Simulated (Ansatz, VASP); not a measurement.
# Cross-check of CdAu between VASP and Ansatz, part 2 of 2

One calculation is typed for both programs; each brings its own data sets. How far apart do they land? The cell is taken from a series of runs on this material, whose earlier steps may have relaxed, scaled, displaced or heated it; both programs get it as it stands.

VASP 6.6.1 and Ansatz 0.2.0.

So far: Set-up; VASP: relaxation of cell and atoms, PBEsol, pair 1; Ansatz: relaxation of cell and atoms, PBEsol, pair 1; Side by side.

### Step 5. VASP: relaxation of cell and atoms, PBEsol, pair 2

Level of this step: PBEsol; plane waves and PAW (Cd, Au) (VASP).

The relaxed volume is the usual yardstick between codes: in a stiff, nearly cubic crystal its relative difference is about their pressure difference at one cell divided by the bulk modulus.

INCAR

```
SYSTEM = CdAu
PREC = Accurate
ENCUT = 500
EDIFF = 1E-07
NELM = 120
ISMEAR = 0
SIGMA = 0.1
LREAL = .FALSE.
ALGO = Normal
GGA = PS
NBANDS = 17
LASPH = .TRUE.
LORBIT = 11
LWAVE = .FALSE.
LCHARG = .FALSE.
ISIF = 3
IBRION = 2
NSW = 80
EDIFFG = -0.005
GGA_COMPAT = .FALSE.
NELMIN = 4
KPAR = 2
```

POSCAR

```
CdAu
1.0
    3.3200000000      0.0000000000      0.0000000000
    0.0000000000      3.3200000000      0.0000000000
    0.0000000000      0.0000000000      3.3200000000
Cd Au
1 1
Direct
    0.5000000000      0.5000000000      0.5000000000
    0.0000000000      0.0000000000      0.0000000000
```

KPOINTS

```
Automatic mesh
0
Gamma
12 12 12
0 0 0
```

Potentials, in the order of the species: Cd and Au (PBE family, release 64).

On the command line:

```sh
$ mpirun -np 2 vasp_std
```

Numbers of over 12 decimals in the logs are rounded to 6 here.

Log:

```text
[banner, memory and clock lines left out]
running    2 mpi-ranks, on    1 nodes
[...]
[... a notice as in an earlier step ...]

 LDA part: xc-table for (Slater+PW92), standard interpolation
 POSCAR, INCAR and KPOINTS ok, starting setup
[...]
entering main loop
       N       E                     dE             d eps       ncg     rms          rms(c)
DAV:   1     0.146247522551E+03    0.14625E+03   -0.11769E+04  2904   0.126E+03
DAV:   2    -0.302015097866E+01   -0.14927E+03   -0.14381E+03  2911   0.316E+02
DAV:   3    -0.591058305225E+01   -0.28904E+01   -0.28837E+01  3378   0.508E+01
DAV:   4    -0.591873347179E+01   -0.81504E-02   -0.81498E-02  3274   0.238E+00
[...]
DAV:  10    -0.547218259894E+01   -0.11029E-04   -0.39497E-05  3323   0.766E-02    0.323E-02
DAV:  11    -0.547218406397E+01   -0.14650E-05   -0.47371E-06  3023   0.316E-02    0.329E-03
DAV:  12    -0.547218408504E+01   -0.21061E-07   -0.80707E-08  1825   0.297E-03
   1 F= -.54721841E+01 E0= -.54709168E+01  d E =-.547218E+01
[...]
DAV:   5    -0.547220350660E+01    0.41701E-05   -0.39746E-06  3167   0.175E-02    0.484E-03
DAV:   6    -0.547220346502E+01    0.41585E-07   -0.32859E-07  2930   0.805E-03
   2 F= -.54722035E+01 E0= -.54709160E+01  d E =-.193800E-04
 trial-energy change:   -0.000019  1 .order   -0.000015   -0.000238    0.000207
 step:   0.5481(harm=  0.5342)  dis= 0.00000  next Energy=    -5.472250 (dE=-0.659E-04)
[...]
N       E                     dE             d eps       ncg     rms          rms(c)
DAV:   1    -0.547323659365E+01   -0.10331E-02   -0.17483E-02  2909   0.157E+00    0.204E-01
DAV:   2    -0.547230442378E+01    0.93217E-03   -0.24323E-03  2897   0.593E-01    0.708E-02
DAV:   3    -0.547225477217E+01    0.49652E-04   -0.11783E-04  3260   0.146E-01    0.572E-02
DAV:   4    -0.547225060691E+01    0.41653E-05   -0.99739E-06  3056   0.288E-02    0.170E-02
DAV:   5    -0.547225121762E+01   -0.61071E-06   -0.80176E-07  3170   0.763E-03    0.211E-03
DAV:   6    -0.547225136341E+01   -0.14579E-06   -0.59064E-08  1546   0.346E-03    0.653E-04
DAV:   7    -0.547225138776E+01   -0.24354E-07   -0.19565E-08  1471   0.241E-03
   3 F= -.54722514E+01 E0= -.54709730E+01  d E =-.673027E-04
[...]
reached required accuracy - stopping structural energy minimisation
```

Parts of OUTCAR (step 5):

```text
  Total       -0.0000655     -0.0000655     -0.0000655     -0.0000000     -0.0000000      0.0000000
  in kB       -0.0028617     -0.0028617     -0.0028617     -0.0000000     -0.0000000      0.0000000
  external PRESSURE =      -0.0028617 kB  Pullay stress =       0.0000000 kB

 POSITION                                       TOTAL-FORCE (eV/Angst)
 -----------------------------------------------------------------------------------
      1.66126      1.66126      1.66126        -0.000000      0.000000      0.000000
      0.00000      0.00000      0.00000         0.000000     -0.000000      0.000000
 -----------------------------------------------------------------------------------
    total drift:                                0.000000      0.000000     -0.000000

  FREE ENERGIE OF THE ION-ELECTRON SYSTEM (eV)
  ---------------------------------------------------
  free  energy   TOTEN  =        -5.4722513878 eV

  energy  without entropy=       -5.4696946355  energy(sigma->0) =       -5.47097301

[... 2 parts as in an earlier step ...]

[... 2 further parts left out ...]
[key lines of the parts left out:]
E-fermi :   6.2220
```

### Step 6. Ansatz: relaxation of cell and atoms, PBEsol, pair 2

The same cell, functional, mesh and smearing now go to Ansatz, which takes its cutoff from its data sets.

The cell is taken from a series of runs on this material, whose earlier steps may have relaxed, scaled, displaced or heated it; both programs get it as it stands.

input.yaml

```yaml
crystal:
  lattice:
    - [3.32, 0.0, 0.0]
    - [0.0, 3.32, 0.0]
    - [0.0, 0.0, 3.32]
  atoms:
    - { symbol: Cd, position: [0.5, 0.5, 0.5] }
    - { symbol: Au, position: [0.0, 0.0, 0.0] }
kpoints:
  mp_grid: { grid: [12, 12, 12] }
hamiltonian:
  xc: pbesol
  pseudopotentials: { kind: paw, azcp: { folder: soft_1 }, xc_functional: pbe }
scf:
  occupations: { method: gaussian, width: 0.1 }
output:
  forces: true
  stress: true
  eigenvalues: true
relax:
  adjacent_minimum: "off"
  f_tol: 0.005
  max_steps: 80
  cell: { stress_tol: 0.05 }
```

On the command line:

```sh
$ ansatz run input.yaml --threads 4 --pin off --max-ram 10240MiB --backend cpu --events-out ev --progress --plain --runs-dir out
```

Log:

```text
[...]
Crystal: 2 atoms, lattice volume = 36.594 Å³
Basis set: ecut = 420 eV, 739 PW (Γ), exchange–correlation on 48×48×48 points (8 copies of the dense FFT grid, shifted against one another)
Bands: 24, of which v1, the nominal top of the filled ones, is band 20 counted from 1 (19 counted from 0)
Symmetry: 48 space group operations
[...]
k-points: 84 of 1728
[...]
k-point 83: bands = [... 16 lower, 15.1241, 15.1241, 20.2466, 20.5788, 22.2636, 22.2636, 22.2636, 23.7009]
--- Relaxed structure (3 steps of the walk, 2 accepted, 1 SCFs on fresh bases) ---
[...]
cell:  # Å, volume = 36.5114 Å³
    - [3.317490, 0, 0.0]
    - [0, 3.317490, 0.0]
    - [0.0, 0.0, 3.317490]
  atoms:
    - { symbol: Cd, position: [0.5, 0.5, 0.5] }
    - { symbol: Au, position: [0, 0, 0] }
[key lines of the parts left out:]
SCF converged after 4 iterations
Free energy (F): -21193.342041 eV
Fermi energy:    18.382618 eV
P = ⅓ Tr σ = -0.0019 GPa (-0.019 kbar)
```

### Step 7. Side by side

What differs besides the data sets and the points named for the pairs above, as far as they apply: the data sets hold 39 valence electrons in Ansatz (on its PAW soft_1 files) and 23 in VASP. Total energies have different zeros and are not compared.

Both answers:

| quantity | Ansatz | VASP | difference |
| --- | --- | --- | --- |
| volume (Å³) | 36.51 | 36.68 | -0.45 % |
| edge a after relaxation, in the typed setting (Å) | 3.317 | 3.322 | -0.15 % |

### Step 8. Summary of results

| Property | Result |
| --- | --- |
| difference in volume (relaxation of cell and atoms, PBEsol, pair 1) | -0.46 % |
| difference in volume (relaxation of cell and atoms, PBEsol, pair 2) | -0.45 % |

The difference in volume is -0.46 % (relaxation of cell and atoms, PBEsol, pair 1), within the 1.2 % picked in this series as the mark of a large difference, as far as the stopping tolerances let one tell. The data sets hold unlike numbers of valence electrons (39 in Ansatz and 23 in VASP), so part of the differences comes from the potentials. Such differences can come from data sets, numerical settings and the points named under the comparisons, not from the functional's error against experiment.

[Lines on the potential files, build, host, timing and source positions are cut from VASP's logs without a mark.]

[Logs are printed without paths, hosts, clocks, repeated set-up lines and the standing remarks that a program may print on its own settings, such as how far it seeks lower states.]

[Hosts, paths, dates, database ids (printed as entryN), source tags and the programs' standing remarks are cut or masked in the printed files.]
